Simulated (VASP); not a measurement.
Data:

```
CELL_PARAMETERS angstrom
      0.00000     2.96018     2.96018
      2.96018     0.00000     2.96018
      2.96018     2.96018     0.00000
ATOMIC_POSITIONS crystal
  In 0.00000 0.00000 0.00000
  P  0.25000 0.25000 0.25000
```

Calculation: optB86b-vdW, VASP's PBE PAW potentials (set 64) (plane waves; VASP). Numerical set-up: 520 eV cut-off, Gaussian smearing of 0.050 eV, potentials In_d P.

Unless said otherwise, spin-orbit coupling is left out, though it shifts the bands of the heavy elements here.

Task: Give the energies of bands 7 to 12 at the high-symmetry points, in eV from the valence-band maximum.

Result: 
```
band     Γ      X      U      L      W
----  ----  -----  -----  -----  -----
7     0.00  -5.66  -5.52  -5.61  -5.52
8     0.00  -2.23  -3.18  -0.93  -2.84
9     0.00  -2.23  -1.86  -0.93  -2.80
10    0.46   1.76   2.32   1.36   4.21
11    4.05   2.22   4.29   4.77   4.25
12    4.05   8.96   7.39   4.77   5.44
```

The gap is direct, 0.46 eV, from the valence maximum at Γ to the conduction minimum at Γ.

Measured: gap 1.47 eV (computed value off by -1.01 eV), as given by Wei Chen et al., Physical Review Materials (2018), doi:10.1103/physrevmaterials.2.073803 [zero-point renormalisation of 0.05 eV added back (the table's ZPR column)].

The compound is InP in the zinc blende structure. It was relaxed first.
